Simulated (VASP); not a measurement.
Data:

```
CELL_PARAMETERS angstrom
      0.00000     2.00619     2.00619
      2.00619     0.00000     2.00619
      2.00619     2.00619     0.00000
ATOMIC_POSITIONS crystal
  Li 0.00000 0.00000 0.00000
  H  0.50000 0.50000 0.50000
```

Calculation: TPSS meta-GGA, VASP's PBE PAW potentials (set 64) (plane waves; VASP). Numerical set-up: 520 eV cut-off, 11×11×11 Γ-centred mesh, Gaussian smearing of 0.050 eV, potentials Li_sv H.

Q: Estimate the energy per atom (σ→0), pressure.

A: 
```yaml
energy per atom (σ→0): -3.599 eV/atom
pressure: -25.2 kbar
```

The compound is LiH in the rock salt structure. This cell is one point of a volume scan, at 1.06 of the reference volume.
